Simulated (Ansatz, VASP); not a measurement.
# NaMo3 in VASP and in Ansatz

Contents of INCAR:

```
ALGO = Normal ; EDIFF = 1E-7
EDIFFG = -0.04 ; ENCUT = 600
GGA = PE ; IBRION = 2
ISIF = 3 ; ISMEAR = 0
LASPH = True ; LCHARG = False
LREAL = False ; LWAVE = False
NELM = 100 ; NSW = 90
PREC = Accurate ; SIGMA = 0.1
```

File KPOINTS:

```
k-points
0
Gamma
  4 4 4
```

Contents of POSCAR:

```
NaMo3
1.0
    3.9879596549      0.0000000000      0.0000000000
    0.0000000000      3.9879596549      0.0000000000
    0.0000000000      0.0000000000      3.9879596549
Na Mo
1 3
Direct
    0.0000000000      0.0000000000      0.0000000000
    0.0000000000      0.5000000000      0.5000000000
    0.5000000000      0.0000000000      0.5000000000
    0.5000000000      0.5000000000      0.0000000000
```

Input for Ansatz:

```yaml
crystal:
  lattice:
    - [3.9879596549, 0.0, 0.0]
    - [0.0, 3.9879596549, 0.0]
    - [0.0, 0.0, 3.9879596549]
  atoms:
    - { symbol: Na, position: [0.0, 0.0, 0.0] }
    - { symbol: Mo, position: [0.0, 0.5, 0.5] }
    - { symbol: Mo, position: [0.5, 0.0, 0.5] }
    - { symbol: Mo, position: [0.5, 0.5, 0.0] }
basis:
  ecutwfc: 420
kpoints:
  mp_grid: { grid: [4, 4, 4] }
hamiltonian:
  xc: pbe
scf:
  occupations: { method: gaussian, width: 0.1 }
  lower_state_search: "off"
output:
  forces: true
  stress: true
  eigenvalues: true
relax:
  adjacent_minimum: "off"
  f_tol: 0.04
  max_steps: 70
  cell: { stress_tol: 0.4 }
```

Alike in both runs: task relaxation of cell and atoms; functional PBE; k mesh 4 × 4 × 4; occupations gaussian, width 0.1 eV; no spin polarisation.

|  | VASP | Ansatz |
| --- | --- | --- |
| version | VASP 6.6.1 | Ansatz 0.2.0 |
| potentials or method | VASP PAW PBE potentials, release 64 (Na_pv, Mo_sv) | scalar-relativistic, plane waves, PAW |
| plane-wave cutoff (eV) | 600 | 420 |
| valence electrons in the cell | 49 | 51 |

|  | VASP | Ansatz | Ansatz less VASP |
| --- | --- | --- | --- |
| gap on the k mesh at the Fermi level, each at its own relaxed structure (eV) | none | none | - |
| relaxed volume (Å³/atom) | 16.48 | 16.45 | -0.033 |
| relaxed cell length with the largest relative difference (Å) | 4.040 | 4.037 | -0.0027 |
| energy change over the relaxation (meV/atom) | -12 | -11 | +1.0 |

A gap of «none» marks a metal or a gap that the smearing closes. The two sets of potentials don't hold the same shells in valence.

Caveats: the k mesh is coarse (spacing up to 0.39 Å⁻¹), so the values aren't converged.
